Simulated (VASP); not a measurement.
A convergence study with VASP on BN (space group P6_3mc): one setting is varied, all else stays as given below, so the limit is that of these other settings.

```xyz
4
Lattice="1.2686 -2.1973 0.0000 1.2686 2.1973 0.0000 0.0000 0.0000 4.1989" Properties=species:S:1:pos:R:3 pbc="T T T"
B      1.2686    -0.7324     2.0995
B      1.2686     0.7324     0.0000
N      1.2686    -0.7324     3.6740
N      1.2686     0.7324     1.5746
```

Calculation: PBE GGA, VASP's PBE PAW potentials (set 64) (plane waves; VASP). The tightest run used: 600 eV cut-off, 11×11×6 Γ-centred mesh, Gaussian smearing of 0.010 eV, potentials B N.

**Question.** The settings run are ENCUT = 200; ENCUT = 240; ENCUT = 280; ENCUT = 340; ENCUT = 400; ENCUT = 480; ENCUT = 600. From which on does the highest Γ mode stay within 5 cm⁻¹ of the tightest run?

**Answer.** From ENCUT = 340 on: it is off by 0.4 there and by no more than 5 in any finer run, while ENCUT = 280 is off by 15.8.
```csv
setting,highest Γ mode (cm⁻¹),plane waves,difference judged (cm⁻¹)
ENCUT = 200,1092.9,158,29.7
ENCUT = 240,1144.1,214,21.6
ENCUT = 280,1138.3,260,15.8
ENCUT = 340,1122.2,346,0.4
ENCUT = 400,1122.1,434,0.4
ENCUT = 480,1122.4,580,0.2
ENCUT = 600,1122.6,795,0.0
```

Left out are rungs that failed or repeat a setting and relaxations that didn't move; long series are thinned to 24 rows.

The structure is a typed BN crystal (space group no. 186). The cell was not relaxed at this level.
